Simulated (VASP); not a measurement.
Calculation: LDA (Ceperley-Alder, Perdew-Zunger), VASP's LDA PAW potentials (set 64) (plane waves; VASP).

Input for VASP

**INCAR**
```
! general
SYSTEM  = HfN
PREC    = Accurate
ENCUT   = 620   ! plane-wave cut-off (eV)
LREAL   = .False.   ! projection in real space or not
LASPH   = .True.

! electronic loop
EDIFF   = 1E-6   ! SCF stop (eV)
NELM    = 100
ALGO    = Normal
LMAXMIX = 6   ! l cut-off of mixed one-centre charges

! smearing
ISMEAR  = 1   ! Methfessel-Paxton
SIGMA   = 0.1

! ions
IBRION  = 2   ! conjugate gradients
NSW     = 40   ! most ionic steps
ISIF    = 3   ! ions, shape and volume
EDIFFG  = -0.02   ! ionic stop
PSTRESS = 100   ! kbar

! output
LWAVE   = .False.
LCHARG  = .False.
```

File KPOINTS:
```
Automatic mesh
0
gamma
 14 14 14
0 0 0
```

POSCAR:
```
HfN
1.0
  0.0000000000   2.2194355992   2.2194355992
  2.2194355992   0.0000000000   2.2194355992
  2.2194355992   2.2194355992   0.0000000000
Hf N
1 1
Cartesian
  0.0000000000   0.0000000000   0.0000000000
  2.2194355992   2.2194355992   2.2194355992
```

POTCAR, in this order: Hf_pv N (LDA.64 set). Program: vasp_std.

Output of the run:

**OSZICAR**
```
       N       E                     dE             d eps       ncg     rms          rms(c)
DAV:   1     0.447646226238E+02    0.44765E+02   -0.92094E+03  2288   0.148E+03
DAV:   2    -0.244468495950E+02   -0.69211E+02   -0.65486E+02  2979   0.275E+02
DAV:   3    -0.268282482774E+02   -0.23814E+01   -0.23409E+01  2968   0.422E+01
DAV:   4    -0.268538128660E+02   -0.25565E-01   -0.20569E-01  2746   0.372E+00
DAV:   5    -0.268542641684E+02   -0.45130E-03   -0.45004E-03  2933   0.349E-01    0.561E+01
DAV:   6    -0.239786436364E+02    0.28756E+01   -0.15606E+01  2576   0.284E+01    0.466E+01
DAV:   7    -0.238897083056E+02    0.88935E-01   -0.65110E-01  2612   0.710E+00    0.277E+01
DAV:   8    -0.238675773796E+02    0.22131E-01   -0.89279E-02  2651   0.293E+00    0.475E+00
DAV:   9    -0.238617249094E+02    0.58525E-02   -0.35686E-02  2633   0.135E+00    0.161E+00
DAV:  10    -0.238612856342E+02    0.43928E-03   -0.25818E-03  2663   0.435E-01    0.459E-02
DAV:  11    -0.238612898569E+02   -0.42227E-05   -0.60726E-05  2699   0.877E-02    0.393E-02
DAV:  12    -0.238612889034E+02    0.95350E-06   -0.76989E-06  2628   0.264E-02
   1 F= -.22496558E+02 E0= -.22496367E+02  d E =-.224966E+02
       N       E                     dE             d eps       ncg     rms          rms(c)
DAV:   1    -0.238986214013E+02   -0.37332E-01   -0.36560E+00  2288   0.206E+01    0.728E+00
DAV:   2    -0.238005953537E+02    0.98026E-01   -0.16333E-01  2384   0.404E+00    0.342E+00
DAV:   3    -0.237706225370E+02    0.29973E-01   -0.64179E-02  2510   0.259E+00    0.207E+00
DAV:   4    -0.237697455014E+02    0.87704E-03   -0.31937E-03  2780   0.565E-01    0.130E+00
DAV:   5    -0.237696111990E+02    0.13430E-03   -0.42983E-04  2735   0.171E-01    0.107E-01
DAV:   6    -0.237696090090E+02    0.21899E-05   -0.29588E-05  2765   0.530E-02    0.283E-02
DAV:   7    -0.237696081846E+02    0.82443E-06   -0.98003E-07  1558   0.109E-02
   2 F= -.22471614E+02 E0= -.22471441E+02  d E =0.249436E-01
       N       E                     dE             d eps       ncg     rms          rms(c)
DAV:   1    -0.239102003714E+02   -0.14059E+00   -0.18046E+00  2291   0.144E+01    0.514E+00
DAV:   2    -0.238619327995E+02    0.48268E-01   -0.84373E-02  2378   0.290E+00    0.246E+00
DAV:   3    -0.238470769185E+02    0.14856E-01   -0.32783E-02  2509   0.181E+00    0.151E+00
DAV:   4    -0.238466385083E+02    0.43841E-03   -0.18057E-03  2783   0.417E-01    0.921E-01
DAV:   5    -0.238465680856E+02    0.70423E-04   -0.28943E-04  2672   0.144E-01    0.699E-02
DAV:   6    -0.238465665907E+02    0.14949E-05   -0.18879E-05  2704   0.425E-02    0.219E-02
DAV:   7    -0.238465661579E+02    0.43274E-06   -0.61932E-07  1432   0.860E-03
   3 F= -.22501716E+02 E0= -.22501531E+02  d E =-.515834E-02
```

OUTCAR:
```
------------------------ aborting loop because EDIFF is reached ----------------------------------------
  FORCE on cell =-STRESS in cart. coord.  units (eV):
  Direction    XX          YY          ZZ          XY          YZ          ZX
  --------------------------------------------------------------------------------------
  Total        1.3350670      1.3350670      1.3350670      0.0000000      0.0000000      0.0000000
  in kB       99.2725672     99.2725672     99.2725672      0.0000000      0.0000000      0.0000000
  external PRESSURE =      -0.7274328 kB  Pullay stress =     100.0000000 kB
  volume of cell :       21.55
      direct lattice vectors                 reciprocal lattice vectors
     0.000000000  2.208605428  2.208605428    -0.226387201  0.226387201  0.226387201
     2.208605428  0.000000000  2.208605428     0.226387201 -0.226387201  0.226387201
     2.208605428  2.208605428  0.000000000     0.226387201  0.226387201 -0.226387201
 POSITION                                       TOTAL-FORCE (eV/Angst)
 -----------------------------------------------------------------------------------
      0.00000      0.00000      0.00000        -0.000000     -0.000000     -0.000000
      2.20861      2.20861      2.20861         0.000000      0.000000      0.000000
 -----------------------------------------------------------------------------------
    total drift:                                0.000000      0.000000      0.000000
  FREE ENERGIE OF THE ION-ELECTRON SYSTEM (eV)
  ---------------------------------------------------
  free  energy   TOTEN  =       -23.8465661579 eV

  energy  without entropy=      -23.8460114093  energy(sigma->0) =      -23.84638124
  enthalpy is  TOTEN    =       -22.5017162462 eV   P V=        1.3448499117

 reached required accuracy - stopping structural energy minimisation
```
(Selected blocks of OUTCAR.)

File CONTCAR:
```
HfN
   1.00000000000000
     0.0000000000000000    2.2086054280008613    2.2086054280008613
     2.2086054280008613    0.0000000000000000    2.2086054280008613
     2.2086054280008613    2.2086054280008613    0.0000000000000000
  Hf              N
     1     1
Direct
     0.0000000000000000    0.0000000000000000    0.0000000000000000
     0.5000000000000000    0.5000000000000000    0.5000000000000000
```

### OUTCAR
```
 val. band max:        8.8012402835   @ k =   0.5000   0.2143   0.0000

 cond. band min:       8.8377807822   @ k =   0.3571   0.1429   0.0714


 Fermi energy:         8.8205868667

 k-point     1 :       0.0000    0.0000    0.0000
  band No.  band energies     occupation
      1     -21.8499      2.00000
      2     -21.8499      2.00000
      3     -21.8499      2.00000
      4      -8.8062      2.00000
      5       5.8005      2.00000
      6       5.8005      2.00000
      7       5.8005      2.00000
      8       8.3874      2.00000
      9       8.3874      2.00000
     10       8.3874      2.00000
     11      10.8970      0.00000

 k-point     2 :       0.0714    0.0000    0.0000
  band No.  band energies     occupation
      1     -21.9203      2.00000
      2     -21.8553      2.00000
      3     -21.8553      2.00000
      4      -8.6658      2.00000
      5       5.2675      2.00000
      6       5.4582      2.00000
      7       5.4582      2.00000
      8       8.5586      2.00133
      9       8.5786      2.00329
     10       8.5786      2.00329
     11      11.3394      0.00000

 k-point     3 :       0.1429    0.0000    0.0000
  band No.  band energies     occupation
      1     -22.1119      2.00000
      2     -21.8705      2.00000
      3     -21.8705      2.00000
      4      -8.2697      2.00000
      5       4.1297      2.00000
      6       4.7225      2.00000
      7       4.7225      2.00000
      8       8.8473      0.56553
      9       9.0677     -0.00263
     10       9.0677     -0.00263
     11      12.4402      0.00000

 k-point     4 :       0.2143    0.0000    0.0000
  band No.  band energies     occupation
      1     -22.3756      2.00000
      2     -21.8924      2.00000
      3     -21.8924      2.00000
      4      -7.6842      2.00000
      5       2.8565      2.00000
      6       3.9384      2.00000
      7       3.9384      2.00000
      8       9.2222     -0.00000
      9       9.7891     -0.00000
...
```

Unless said otherwise, spin-orbit coupling is left out, though it shifts the bands of the heavy elements here.

The compound is HfN in the rock salt structure. This run relaxes it under an external pressure of 10 GPa. Symmetry was kept, so distortions that lower it aren't found. The electron count is odd and the run is not spin-polarised, which forces a metal.
